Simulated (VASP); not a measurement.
Computed with optB86b-vdW, VASP's PBE PAW potentials (set 64) (plane waves; VASP).

VASP input:

KPOINTS:
```
Automatic
0
Gamma
 10 10 10
```

File POSCAR:
```
HgTe
3.3253740
  0.0000000000   0.9999998809   0.9999998809
  0.9999998809   0.0000000000   0.9999998809
  0.9999998809   0.9999998809   0.0000000000
Hg Te
1 1
Cart
  0.0000000000   0.0000000000   0.0000000000
  0.4999999405   0.4999999405   0.4999999405
```

### INCAR
```
! general
SYSTEM    =  HgTe
PREC      =  Accurate
ENCUT     =  520   ! plane-wave cut-off (eV)
LREAL     =  F
LASPH     =  T   ! aspherical one-centre terms

! electronic loop
EDIFF     =  1E-7
NELM      =  100
ALGO      =  Normal
LMAXMIX   =  6   ! l cut-off of mixed one-centre charges

! smearing
ISMEAR    =  1   ! Methfessel-Paxton
SIGMA     =  0.1

! functional
GGA       =  MK
LUSE_VDW  =  T
AGGAC     =  0.0
PARAM1    =  0.1234
PARAM2    =  1.0

! ions
ISIF      =  2   ! forces and stress, cell fixed

! output
LWAVE     =  F
LCHARG    =  F
```

POTCAR, in this order: Hg Te (PBE.64 set). Program: vasp_std.

Unless said otherwise, spin-orbit coupling is left out, though it shifts the bands of the heavy elements here.

Predict the energy per atom (σ→0), pressure, band gap (on the k-mesh).

| Quantity | Result |
|---|---|
| energy per atom (σ→0) | 0.476 eV/atom |
| band gap (on the k-mesh) | none (metal, semimetal or under 0.01 eV) |
| pressure | -1.08 GPa |

**OSZICAR**
```
...
DAV:   7     0.951127072398E+00    0.52803E-02   -0.95902E-02  1352   0.238E+00    0.207E+00
DAV:   8     0.951812676023E+00    0.68560E-03   -0.86574E-03  1257   0.124E+00    0.548E-01
DAV:   9     0.951835436884E+00    0.22761E-04   -0.81823E-04  1447   0.340E-01    0.912E-02
DAV:  10     0.951811119706E+00   -0.24317E-04   -0.90929E-05  1342   0.101E-01    0.470E-02
DAV:  11     0.951801209416E+00   -0.99103E-05   -0.20753E-05  1302   0.386E-02    0.183E-02
DAV:  12     0.951801933831E+00    0.72441E-06   -0.27844E-06  1310   0.130E-02    0.105E-02
DAV:  13     0.951801976341E+00    0.42511E-07   -0.17688E-07  1280   0.380E-03
   1 F= 0.95180198E+00 E0= 0.95173507E+00  d E =0.200711E-03
```

The compound is HgTe in the zinc blende structure. This cell is one point of a volume scan, at 1.03 of the reference volume.
